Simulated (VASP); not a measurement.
The system is O3WF2H2, in a box.

```
O W F H
1.0
    13.00000    0.00000    0.00000
     0.00000   13.00000    0.00000
     0.00000    0.00000   13.00000
O W F H
3 1 2 2
Direct
  0.37682 0.43650 0.62542
  0.59288 0.47527 0.58820
  0.47547 0.37750 0.45051
  0.45711 0.49019 0.53950
  0.38323 0.55017 0.43077
  0.46924 0.62573 0.58332
  0.62518 0.40913 0.59453
  0.49661 0.37840 0.37981
```

| Item | Value |
| --- | --- |
| Program | VASP 6.6.1 |
| Task | single point |
| Functional | PBE |
| Potentials or basis | VASP PAW PBE potentials, release 64 (O, W_sv, F, H) |
| Cutoff | 520 eV |
| k mesh | 1 × 1 × 1 |
| Occupations | gaussian, width 0.01 eV |
| Spin | no spin polarisation |

On this cell: largest force 1.934 eV/Å; gap between the frontier levels 4.14 eV.

The same run follows on a disturbed copy (atoms moved at random, drawn with an rms of 0.05 Å):

```
CELL_PARAMETERS angstrom
13.00000 0.00000 0.00000
0.00000 13.00000 0.00000
0.00000 0.00000 13.00000
ATOMIC_POSITIONS crystal
O 0.37737 0.44059 0.62536
O 0.58822 0.47519 0.58444
O 0.47857 0.37866 0.45225
W 0.45823 0.48847 0.54083
F 0.37811 0.55056 0.42724
F 0.46879 0.62853 0.58232
H 0.62916 0.40680 0.59215
H 0.49388 0.37628 0.37849
```

Task: What changes?

Result: The energy moves by +61.6 meV/atom; largest force 6.497 eV/Å; gap between the frontier levels 4.26 eV.

Forces in eV/Å, atoms in the order of the input:
```
O   -2.797 -2.088  3.225
O    4.999 -2.758  1.788
O   -0.030 -1.321 -1.476
W   -1.342  4.429 -4.560
F    0.652 -0.522  0.790
F   -0.025 -0.169 -0.063
H   -1.331  2.371 -0.199
H   -0.127  0.058  0.495
```

Caveats: spin-orbit coupling is left out, which moves the levels of the heavy elements.

